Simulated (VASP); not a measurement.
Method: r2SCAN+rVV10, VASP's PBE PAW potentials (set 64) (plane waves; VASP).

The input files of a VASP run:

**KPOINTS**
```
Automatic mesh
0
Gamma
8 8 8
0 0 0
```

**POSCAR**
```
HfO2
1
    0.0000000000     2.5375772062     2.5375772062
    2.5375772062     0.0000000000     2.5375772062
    2.5375772062     2.5375772062     0.0000000000
Hf O
1 2
Direct
  0.0000000000   0.0000000000   0.0000000000
  0.2500000000   0.2500000000   0.2500000000
  0.7500000000   0.7500000000   0.7500000000
```

INCAR:
```
ALGO = Normal
BPARAM = 11.95
CPARAM = 0.0093
EDIFF = 1E-7
ENCUT = 520
ISIF = 2
ISMEAR = 0
LASPH = T
LCHARG = F
LMAXMIX = 6
LMIXTAU = T
LREAL = F
LUSE_VDW = T
LWAVE = F
METAGGA = R2SCAN
NELM = 100
PREC = Accurate
SIGMA = 0.05
SYSTEM = HfO2
```

POTCAR, in this order: Hf_pv O (PBE.64 set). Program: vasp_std.

Output

### OSZICAR
```
       N       E                     dE             d eps       ncg     rms          rms(c)
DAV:   1     0.620271986997E+02    0.62027E+02   -0.13305E+04   878   0.148E+03
DAV:   2    -0.764803733440E+02   -0.13851E+03   -0.13471E+03  1185   0.327E+02
DAV:   3    -0.801192121510E+02   -0.36388E+01   -0.36367E+01  1094   0.540E+01
DAV:   4    -0.801401066192E+02   -0.20894E-01   -0.20892E-01  1164   0.437E+00
DAV:   5    -0.801403051685E+02   -0.19855E-03   -0.19855E-03  1059   0.375E-01    0.515E+01
DAV:   6    -0.675691771986E+02    0.12571E+02   -0.16684E+01  1010   0.318E+01    0.403E+01
DAV:   7    -0.688891091303E+02   -0.13199E+01   -0.23654E+00  1003   0.138E+01    0.243E+01
DAV:   8    -0.667296603115E+02    0.21594E+01   -0.16776E+00   870   0.150E+01    0.296E+00
DAV:   9    -0.678671196809E+02   -0.11375E+01   -0.71708E-01   870   0.104E+01    0.499E+00
DAV:  10    -0.681566953403E+02   -0.28958E+00   -0.85047E-01  1038   0.828E+00    0.303E+00
DAV:  11    -0.680392317674E+02    0.11746E+00   -0.46133E-02   982   0.191E+00    0.148E+00
DAV:  12    -0.680484369426E+02   -0.92052E-02   -0.13538E-02  1031   0.109E+00    0.652E-01
DAV:  13    -0.680500209253E+02   -0.15840E-02   -0.77196E-03  1003   0.705E-01    0.456E-01
DAV:  14    -0.680488864278E+02    0.11345E-02   -0.43649E-04   989   0.211E-01    0.446E-01
DAV:  15    -0.680510615033E+02   -0.21751E-02   -0.32058E-03  1031   0.450E-01    0.338E-02
DAV:  16    -0.680511267884E+02   -0.65285E-04   -0.89495E-05   940   0.100E-01    0.106E-02
DAV:  17    -0.680511326240E+02   -0.58356E-05   -0.11991E-05   996   0.379E-02    0.183E-02
DAV:  18    -0.680511341491E+02   -0.15251E-05   -0.18594E-06  1052   0.155E-02    0.280E-03
DAV:  19    -0.680511342637E+02   -0.11461E-06   -0.37881E-07  1059   0.634E-03    0.262E-03
DAV:  20    -0.680511347312E+02   -0.46749E-06   -0.70882E-08   673   0.387E-03    0.894E-04
DAV:  21    -0.680511346744E+02    0.56803E-07   -0.25271E-08   568   0.137E-03
   1 F= -.68051135E+02 E0= -.68051135E+02  d E =-.183888E-17
```

**OUTCAR**
```
------------------------ aborting loop because EDIFF is reached ----------------------------------------
  FORCE on cell =-STRESS in cart. coord.  units (eV):
  Direction    XX          YY          ZZ          XY          YZ          ZX
  --------------------------------------------------------------------------------------
  Total       -1.6144198     -1.6144198     -1.6144198     -0.0000000      0.0000000      0.0000000
  in kB      -79.1478785    -79.1478785    -79.1478785     -0.0000000      0.0000000      0.0000000
  external PRESSURE =     -79.1478785 kB  Pullay stress =       0.0000000 kB
  volume of cell :       32.68
      direct lattice vectors                 reciprocal lattice vectors
     0.000000000  2.537577206  2.537577206    -0.197038340  0.197038340  0.197038340
     2.537577206  0.000000000  2.537577206     0.197038340 -0.197038340  0.197038340
     2.537577206  2.537577206  0.000000000     0.197038340  0.197038340 -0.197038340
 POSITION                                       TOTAL-FORCE (eV/Angst)
 -----------------------------------------------------------------------------------
      0.00000      0.00000      0.00000        -0.000000      0.000000     -0.000000
      1.26879      1.26879      1.26879         0.000000      0.000000      0.000000
      3.80637      3.80637      3.80637         0.000000     -0.000000     -0.000000
 -----------------------------------------------------------------------------------
    total drift:                                0.000000      0.000000      0.000000
  FREE ENERGIE OF THE ION-ELECTRON SYSTEM (eV)
  ---------------------------------------------------
  free  energy   TOTEN  =       -68.0511346744 eV

  energy  without entropy=      -68.0511346744  energy(sigma->0) =      -68.05113467
```
(Selected blocks of OUTCAR.)

**OUTCAR**
```
 val. band max:        3.8741882871   @ k =   0.5000   0.5000   0.0000

 cond. band min:       8.1223302380   @ k =   0.5000   0.5000   0.0000


 Fermi energy:         4.1576030196

 k-point     1 :       0.0000    0.0000    0.0000
  band No.  band energies     occupation
      1     -26.7747      2.00000
      2     -26.7747      2.00000
      3     -26.7747      2.00000
      4     -15.8422      2.00000
      5     -12.8465      2.00000
      6      -1.5545      2.00000
      7      -1.5545      2.00000
      8      -1.5545      2.00000
      9       3.2358      2.00000
     10       3.2358      2.00000
     11       3.2358      2.00000
     12       8.2557      0.00000
     13       8.2557      0.00000
     14      10.2170      0.00000
     15      14.8420      0.00000

 k-point     2 :       0.1250    0.0000    0.0000
  band No.  band energies     occupation
      1     -26.8431      2.00000
      2     -26.7818      2.00000
      3     -26.7818      2.00000
      4     -15.6350      2.00000
      5     -13.0123      2.00000
      6      -1.4021      2.00000
      7      -1.4021      2.00000
      8      -1.1408      2.00000
      9       2.7824      2.00000
     10       2.9616      2.00000
     11       2.9616      2.00000
     12       8.5303      0.00000
     13       8.5303      0.00000
     14      10.8197      0.00000
     15      14.1263      0.00000

 k-point     3 :       0.2500    0.0000    0.0000
  band No.  band energies     occupation
      1     -27.0019      2.00000
      2     -26.7991      2.00000
      3     -26.7991      2.00000
      4     -15.1462      2.00000
      5     -13.3501      2.00000
      6      -1.0228      2.00000
      7      -1.0228      2.00000
      8      -0.1753      2.00000
      9       1.8776      2.00000
     10       2.4420      2.00000
     11       2.4420      2.00000
     12       8.9454      0.00000
     13       8.9454      0.00000
     14      11.3657      0.00000
     15      13.6847      0.00000
...
```

Unless said otherwise, spin-orbit coupling is left out, though it shifts the bands of the heavy elements here.

The compound is HfO2 in the fluorite structure, the high-temperature cubic form, which is unstable at 0 K; the monoclinic form is the stable one. This cell is one point of a volume scan, at 1.03 of the reference volume.
